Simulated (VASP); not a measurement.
```
CdSe
1.0
    0.00000     3.10302     3.10302
    3.10302     0.00000     3.10302
    3.10302     3.10302     0.00000
Cd Se
1 1
Direct
  0.00000   0.00000   0.00000
  0.25000   0.25000   0.25000
```

The numbers are results of HSEsol screened hybrid, VASP's PBE PAW potentials (set 64) (plane waves; VASP), not measurements. Settings: 520 eV cut-off, 6×6×6 Γ-centred mesh, Gaussian smearing of 0.050 eV, potentials Cd Se.

Q: Estimate the energy per atom (σ→0), pressure, band gap (over the mesh, the named points and PBE's band edges) with the smallest direct gap where there is one.

A: 
| Quantity | Result |
|---|---|
| band gap (over the mesh, the named points and PBE's band edges) | 1.27 eV |
| smallest direct gap (over the mesh, the named points and PBE's band edges) | 1.27 eV |
| energy per atom (σ→0) | -3.649 eV/atom |
| pressure | -3.08 GPa |

The compound is CdSe in the zinc blende structure, whereas wurtzite is the usual form. It was relaxed first, which changed the volume by +8 %.
